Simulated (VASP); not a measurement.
# Al2SiF2 (R-3m) in VASP: further runs

One crystal, Al2SiF2, is run at these levels: PBE; tasks: relaxation of cell and atoms.

Everything below comes from runs of VASP 6.6.1. Logs are shortened: lines on timing, memory, paths and dates and some standing lists are left out, and cuts for length are marked.

## Step 1: Starting point

It takes space group R-3m (No. 166, trigonal). The conventional cell has a = 3.500 Å, b = 3.500 Å, c = 19.800 Å, α = 90.00°, β = 90.00°, γ = 120.00°. Around Al (site symmetry 3m) lie 3 F at 2.18 Å. Si (site symmetry -3m) has 6 Al at 2.50 Å as nearest neighbours. F (site symmetry 3m) has 3 Al at 2.18 Å as nearest neighbours.

The cell was built by a generator and needn't be a form met in nature.

## Step 2: Relaxation of cell and atoms, PBE

The input, INCAR:

```
SYSTEM = Al2SiF2
PREC     = Normal         ! precision mode
ENCUT    = 520            ! plane-wave cutoff, eV
EDIFF    = 1E-4           ! SCF threshold, eV
ISMEAR   = 0              ! smearing method
SIGMA    = 0.15           ! smearing width, eV
LREAL    = .FALSE.        ! projectors in reciprocal space
LASPH    = .TRUE.         ! aspherical terms in the spheres
NELM     = 60             ! most SCF steps
ALGO     = Fast           ! electronic algorithm
ISIF     = 3              ! what is computed and relaxed
LWAVE    = .FALSE.        ! write WAVECAR
LCHARG   = .FALSE.        ! write CHGCAR
GGA      = PE             ! functional
IBRION   = 2              ! ionic algorithm
NSW      = 24             ! ionic steps
EDIFFG   = -0.08          ! ionic threshold
```

The input, KPOINTS:

```
regular mesh
0
G
  5 5 5
  0 0 0
```

The input, POSCAR:

```
Al2SiF2
1.0
    1.7500000000      1.0103629700      6.6000000000
   -1.7500000000      1.0103629700      6.6000000000
    0.0000000000     -2.0207259400      6.6000000000
Al Si F
2 1 2
Direct
    0.4080000000      0.4080000000      0.4080000000
    0.5920000000      0.5920000000      0.5920000000
    0.0000000000      0.0000000000      0.0000000000
    0.7820000000      0.7820000000      0.7820000000
    0.2180000000      0.2180000000      0.2180000000
```

Potentials or basis: VASP PAW PBE potentials, release 64 (Al, Si, F).

Launch:

```bash
$ cat potpaw_PBE.64/Al/POTCAR potpaw_PBE.64/Si/POTCAR potpaw_PBE.64/F/POTCAR > POTCAR
$ mpirun -np 1 vasp_std > vasp.out
```

OUTCAR:

```text
SYSTEM = Al2SiF2
   PREC = Normal
   ENCUT = 520
   EDIFF = 1E-4
   ISMEAR = 0
   LREAL = .FALSE.
   LASPH = .TRUE.
   NELM = 60
   ISIF = 3
   GGA = PE
   IBRION = 2
   NSW = 24
   EDIFFG = -0.08

 ion  position               nearest neighbor table
   1  0.408  0.408  0.408-   4 2.18   4 2.18   4 2.18   3 2.50   3 2.50   3 2.50
   2  0.592  0.592  0.592-   5 2.18   5 2.18   5 2.18   3 2.50   3 2.50   3 2.50
   3  0.000  0.000  0.000-   2 2.50   1 2.50   2 2.50   2 2.50   1 2.50   1 2.50
   4  0.782  0.782  0.782-   1 2.18   1 2.18   1 2.18
   5  0.218  0.218  0.218-   2 2.18   2 2.18   2 2.18

  LATTYP: Found a trigonal (rhomboedric) cell.
 ALAT       =     6.9024150361
 COS(alpha) =     0.8714405655

  Lattice vectors:

 A1 = (   1.7500000000,   1.0103629700,   6.6000000000)
 A2 = (  -1.7500000000,   1.0103629700,   6.6000000000)
 A3 = (   0.0000000000,  -2.0207259400,   6.6000000000)

Analysis of symmetry for initial positions (statically):
=====================================================================
 Subroutine PRICEL returns:
 Original cell was already a primitive cell.

 Routine SETGRP: Setting up the symmetry group for a
 trigonal (rhombohedral) supercell.

 Subroutine GETGRP returns: Found 12 space group operations
 (whereof 12 operations were pure point group operations)
 out of a pool of 12 trial point group operations.

The static configuration has the point symmetry D_3d.

Analysis of symmetry for dynamics (positions and initial velocities):
=====================================================================
 Subroutine PRICEL returns:
 Original cell was already a primitive cell.

 Routine SETGRP: Setting up the symmetry group for a
 trigonal (rhombohedral) supercell.

 Subroutine GETGRP returns: Found 12 space group operations
 (whereof 12 operations were pure point group operations)
 out of a pool of 12 trial point group operations.

The dynamic configuration has the point symmetry D_3d.

 Subroutine INISYM returns: Found 12 space group operations
 (whereof 12 operations are pure point group operations),
 and found     1 'primitive' translations

----------------------------------------------------------------------------------------

                                     Primitive cell

  volume of cell :      70.0182

  direct lattice vectors                    reciprocal lattice vectors
     1.750000000  1.010362970  6.600000000     0.285714286  0.164957220  0.050505051
    -1.750000000  1.010362970  6.600000000    -0.285714286  0.164957220  0.050505051
     0.000000000 -2.020725940  6.600000000     0.000000000 -0.329914440  0.050505051

  length of vectors
     6.902415036  6.902415036  6.902415036     0.333757843  0.333757843  0.333757843
[... 105 lines left out ...]
   LORBIT       =      0    0 simple, 1 ext, 2 COOP (PROOUT), +10 PAW based schemes
   GGA     = PE    functional components
   LHFCALC =     F    Hartree Fock is set to
   AEXX    =    0.0000 exact exchange contribution
   IVDW    =     0    specifies the selected vdW correction
   LEPSILON=     F    determine dielectric tensor
   LRPA    =     F    only Hartree local field effects (RPA)
 conjugate gradient relaxation of ions
 non-spin polarized calculation
 RMM-DIIS sequential band-by-band and
 Gauss-broadening in eV      SIGMA  =   0.15
  energy-cutoff  :      520.00
  volume of cell :       70.02
 maximum number of plane-waves:      1915
   NGX = 25   NGY = 25   NGZ = 25

--------------------------------------- Ionic step        1  -------------------------------------------

 number of electron      24.0000014 magnetization

 Free energy of the ion-electron system (eV)
  ---------------------------------------------------
  ext. energy  EPLUGINS =         0.00000000
  ---------------------------------------------------
  free energy    TOTEN  =       -21.85924371 eV

  energy without entropy =      -21.83135186  energy(sigma->0) =      -21.84529779

------------------------ aborting loop because EDIFF is reached ----------------------------------------

  FORCE on cell =-STRESS in cart. coord.  units (eV):
  Direction    XX          YY          ZZ          XY          YZ          ZX
  --------------------------------------------------------------------------------------
  -------------------------------------------------------------------------------------
  Total       -0.0863509     -0.0863509      5.4108672      0.0000000      0.0000000      0.0000000
  in kB       -1.9759079     -1.9759079    123.8131582      0.0000000      0.0000000      0.0000000
  external PRESSURE =      39.9537808 kB  Pullay stress =       0.0000000 kB
[... 98 lines left out ...]
  FREE ENERGIE OF THE ION-ELECTRON SYSTEM (eV)
  ---------------------------------------------------
  free  energy   TOTEN  =       -22.1829414237 eV

  energy  without entropy=      -22.1460734953  energy(sigma->0) =      -22.16450746

 E-fermi :   6.9266     XC(G=0):  -9.9308

 val. band max:        6.4385181002   @ k =   0.4000   0.4000   0.0000
 cond. band min:       7.0109154255   @ k =   0.4000   0.4000   0.4000
 fundamental gap:      0.5723973253
 Fermi energy:         6.9266316588

 k-point     1 :       0.0000    0.0000    0.0000
  band No.  band energies     occupation
      1     -19.4034      2.00000
      2     -19.1870      2.00000
      3      -5.1512      2.00000
      4      -2.2946      2.00000
      5      -1.1684      2.00000
      6      -0.3325      2.00000
[... 338 lines left out ...]
      3      -4.4283      2.00000
      4      -2.1974      2.00000
      5      -1.1498      2.00000
      6      -1.0506      2.00000
[... 8 lines left out ...]
     15      10.5852      0.00000
     16      13.3985      0.00000

[... ionic steps 4 to 8 ...]

--------------------------------------- Ionic step        9  -------------------------------------------

 number of electron      24.0000014 magnetization

------------------------ aborting loop because EDIFF is reached ----------------------------------------
[... 73 lines left out ...]
--------------------------------------- Ionic step       11  -------------------------------------------

 number of electron      23.9999995 magnetization

 Free energy of the ion-electron system (eV)
  ---------------------------------------------------
  ext. energy  EPLUGINS =         0.00000000
  ---------------------------------------------------
  free energy    TOTEN  =       -22.76741004 eV

  energy without entropy =      -22.75528586  energy(sigma->0) =      -22.76134795

 E-fermi :   7.9556     XC(G=0): -10.2558

 val. band max:        7.3416105998   @ k =   0.4000   0.4000   0.0000
 cond. band min:       8.0198654471   @ k =   0.4000   0.4000   0.4000
 fundamental gap:      0.6782548474
 Fermi energy:         7.9556345740

 k-point     1 :       0.0000    0.0000    0.0000
  band No.  band energies     occupation
      1     -19.0360      2.00000
      2     -18.7774      2.00000
      3      -4.9143      2.00000
      4      -1.9255      2.00000
      5      -0.8104      2.00000
      6       0.2357      2.00000
[... 382 lines left out ...]
  FREE ENERGIE OF THE ION-ELECTRON SYSTEM (eV)
  ---------------------------------------------------
  free  energy   TOTEN  =       -22.7674100389 eV

  energy  without entropy=      -22.7552858612  energy(sigma->0) =      -22.76134795

 reached required accuracy - stopping structural energy minimisation
```

CONTCAR:

```text
Al2SiF2
   1.00000000000000
     1.5207396378369376    0.8779994385979245    8.1326167022485922
    -1.5207396378369376    0.8779994385979245    8.1326167022485922
    -0.0000000000000000   -1.7559988771958490    8.1326167022485922
  Al              Si              F
     2     1     2
Direct
     0.4081032509089123    0.4081032509089123    0.4081032509089123
     0.5918967490910879    0.5918967490910879    0.5918967490910879
     0.0000000000000000    0.0000000000000000    0.0000000000000000
     0.7886810555945469    0.7886810555945469    0.7886810555945469
     0.2113189444054530    0.2113189444054530    0.2113189444054530

  0.00000000E+00  0.00000000E+00  0.00000000E+00
  0.00000000E+00  0.00000000E+00  0.00000000E+00
  0.00000000E+00  0.00000000E+00  0.00000000E+00
  0.00000000E+00  0.00000000E+00  0.00000000E+00
  0.00000000E+00  0.00000000E+00  0.00000000E+00
```

Run time: 1.8 min. Hardware: 1 thread of Intel Xeon Platinum 8488C (Sapphire Rapids), shared host; peak memory 0.25 GiB.

What came out:

| Item | Value |
| --- | --- |
| Free energy | -22.7674 eV |
| Relaxed volume | 13.03 Å³/atom |
| Relaxed cell | a = 8.320 Å, b = 8.320 Å, c = 8.320 Å, α = 21.06°, β = 21.06°, γ = 21.06° |
| Space group after relaxing (to 0.05 Å) | R-3m (No. 166) |
| Energy gained by relaxing | 181.6 meV/atom |
| Ionic steps | 11 |
| Pressure after relaxing | 0.4 GPa |
| Largest force after relaxing | 0.022 eV/Å |
| Band gap on the k mesh | none (metal or under the smearing width) |

Forces on the atoms (eV/Å):
```
Al   0.000  0.000  0.009
Al   0.000  0.000 -0.009
Si   0.000  0.000  0.000
F    0.000  0.000  0.022
F    0.000  0.000 -0.022
```

Stress tensor (GPa, compression positive):
```
0.16 0.00 0.00
0.00 0.16 0.00
0.00 0.00 0.97
```

The path:
```
step  energy change (eV)  largest force (eV/Å)  pressure (GPa)  volume (Å³)
   1              0.0000                0.7871            4.00        70.02
   2             -0.2503                0.2241           -0.84        73.55
   3             -0.3237                0.2509           -5.27        77.43
   4             -0.5347                0.2766           -5.17        75.78
   5             -0.8008                0.3312           -6.16        69.84
   6             -0.7786                0.1834           -6.26        71.35
   7             -0.8004                0.2921           -6.06        70.50
   8             -0.8936                0.2666            2.33        64.21
   9             -0.9033                0.1933            0.10        65.54
  10             -0.9032                0.1971            0.44        65.44
  11             -0.9082                0.0219            0.43        65.15
```

Final structure:
```
Al Si F
1.0
     1.52074    0.87800    8.13262
    -1.52074    0.87800    8.13262
     0.00000   -1.75600    8.13262
Al Si F
2 1 2
Cartesian
  0.0000 0.0000 9.9568
  0.0000 0.0000 14.4410
  0.0000 0.0000 0.0000
  0.0000 0.0000 19.2421
  0.0000 0.0000 5.1557
```

Caveat: the k mesh is coarse (spacing up to 0.42 Å⁻¹), so the values aren't converged; the relaxation stopped at a loose force limit of 0.08 eV/Å, so its end isn't a converged minimum.

## Step 3: Relaxation of cell and atoms, PBE

This run uses another cell than the first one, of 14.14 Å³/atom, 1.010 times its volume.

INCAR is that of step 2.

The input, KPOINTS:

```
regular mesh
0
G
  6 6 6
  0 0 0
```

The input, POSCAR:

```
Al2SiF2
1.0
   -1.6750000000      1.6750000000      6.3000000000
    1.6750000000     -1.6750000000      6.3000000000
    1.6750000000      1.6750000000     -6.3000000000
Al Si F
2 1 2
Direct
    0.3580000000      0.8580000000      0.5000000000
    0.1420000000      0.6420000000      0.5000000000
    0.0000000000      0.0000000000      0.0000000000
    0.3110000000      0.3110000000      0.0000000000
    0.6890000000      0.6890000000      0.0000000000
```

Potentials or basis: VASP PAW PBE potentials, release 64 (Al, Si, F).

Launch:

```bash
$ cat potpaw_PBE.64/Al/POTCAR potpaw_PBE.64/Si/POTCAR potpaw_PBE.64/F/POTCAR > POTCAR
$ mpirun -np 1 vasp_std > vasp.out
```

Wall time 3.7 min (1 thread of Intel Xeon Platinum 8488C (Sapphire Rapids), shared host); peak memory 0.26 GiB.

It converged, with:

```yaml
Free_energy: -22.9742 eV
Relaxed_volume: 17.16 Å³/atom
Relaxed_cell: a = 7.127 Å, b = 7.127 Å, c = 7.127 Å, α = 150.83°, β = 150.83°, γ = 41.73°
Space_group_after_relaxing_to_0.05_Å: I-4m2 (No. 119)
Energy_gained_by_relaxing: 223.1 meV/atom
Ionic_steps: 18
Pressure_after_relaxing: -0.2 GPa
Largest_force_after_relaxing: 0.021 eV/Å
Band_gap_on_the_k_mesh: none (metal or under the smearing width)
```

Forces on the atoms (eV/Å):
```
Al   0.000  0.000 -0.020
Al   0.000  0.000  0.020
Si   0.000  0.000  0.000
F    0.000  0.000 -0.021
F    0.000  0.000  0.021
```

Stress tensor (GPa, compression positive):
```
-0.54  0.00  0.00
 0.00 -0.54  0.00
 0.00  0.00  0.43
```

Step by step:
```
step  energy change (eV)  largest force (eV/Å)  pressure (GPa)  volume (Å³)
   1              0.0000                2.3664           16.31        70.70
   2             -0.8550                1.0187           -3.83        86.46
   3             -0.8642                1.1084           -2.50        84.67
   4             -1.0194                0.5766           -0.77        83.17
   5             -1.0447                0.3354           -0.23        82.49
   6             -1.0453                0.3536            0.14        82.35
   7             -1.0591                0.3022            0.25        82.42
   8             -1.0886                0.1335            0.89        82.64
   9             -1.0914                0.2358            2.33        83.07
  10             -1.0996                0.1527            1.84        82.89
  11             -1.1072                0.1624            0.98        83.79
  12             -1.1121                0.1789            0.16        85.03
  13             -1.1124                0.1881           -0.09        85.57
  14             -1.1097                0.2049           -0.90        86.67
  15             -1.1121                0.1896           -0.49        85.82
  16             -1.1123                0.1888           -0.31        85.67
  17             -1.1142                0.1172           -0.32        85.71
  18             -1.1157                0.0210           -0.21        85.80
```

Final structure:
```xyz
5
Lattice="-1.7947 1.7947 6.6596 1.7947 -1.7947 6.6596 1.7947 1.7947 -6.6596" Properties=species:S:1:pos:R:3 pbc="T T T"
Al    1.7947    0.0000    5.0552
Al    1.7947    0.0000    1.6044
Si    0.0000    0.0000    0.0000
F     0.0000    0.0000    4.3226
F     0.0000    0.0000    8.9966
```

Levels at points of the mesh, in eV from the Fermi level:
| k point | band 8 | band 9 | band 10 | band 11 | band 12 | band 13 | band 14 | band 15 | band 16 |
| --- | --- | --- | --- | --- | --- | --- | --- | --- | --- |
| (0.00, 0.00, 0.00) | -6.69 | -6.69 | -4.25 | -1.73 | 0.27 | 0.27 | 2.89 | 3.95 | 4.02 |
| (0.50, 0.00, 0.00) | -6.78 | -6.60 | -4.53 | -3.08 | -0.16 | 0.88 | 2.05 | 2.82 | 4.99 |
| (0.50, 0.50, 0.00) | -6.97 | -6.79 | -3.73 | -3.72 | -2.75 | 1.25 | 2.02 | 2.66 | 2.71 |
| (0.50, 0.50, 0.50) | -6.69 | -6.56 | -5.34 | 0.29 | 0.29 | 0.30 | 0.61 | 3.18 | 4.46 |

Caveat: the k mesh is coarse (spacing up to 0.44 Å⁻¹), so the values aren't converged; the volume moved by over 15 % at a fixed basis, so the end points are rough; the relaxation stopped at a loose force limit of 0.08 eV/Å, so its end isn't a converged minimum.

[end of part 1 of 2]
